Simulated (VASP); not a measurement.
Input:

```
CELL_PARAMETERS angstrom
     -2.22764     2.22764     2.22764
      2.22764    -2.22764     2.22764
      2.22764     2.22764    -2.22764
ATOMIC_POSITIONS crystal
  Eu 0.00000 0.00000 0.00000
```

Level of theory: PBE GGA, VASP's PBE PAW potentials (set 64) (plane waves; VASP). Run with 480 eV cut-off, 10×10×10 Γ-centred mesh, first-order Methfessel-Paxton smearing of 0.10 eV, potentials Eu_2.

The 4f electrons are frozen in the core of the lanthanide potential, so 4f levels, which can set the real gap, and their magnetism are missing.

Each relaxation starts from this cell; other phases were not tried.

Task: The cell is relaxed at 2 GPa. What happens?

Result: The volume per atom goes from 44.22 to 38.83 Å³ (-12.2 %), and the cell becomes a = b = c = 4.2665 Å, α = β = γ = 90.00°, space group Im-3m.

Task: The cell is relaxed at 10 GPa. What happens?

Result: The volume per atom goes from 44.22 to 28.67 Å³ (-35.2 %), and the cell becomes a = b = c = 3.8560 Å, α = β = γ = 90.00°, space group Im-3m.

Failed runs are left out, and for metals the shear rows, which the mesh's noise covers.

The compound is Eu in the bcc structure.
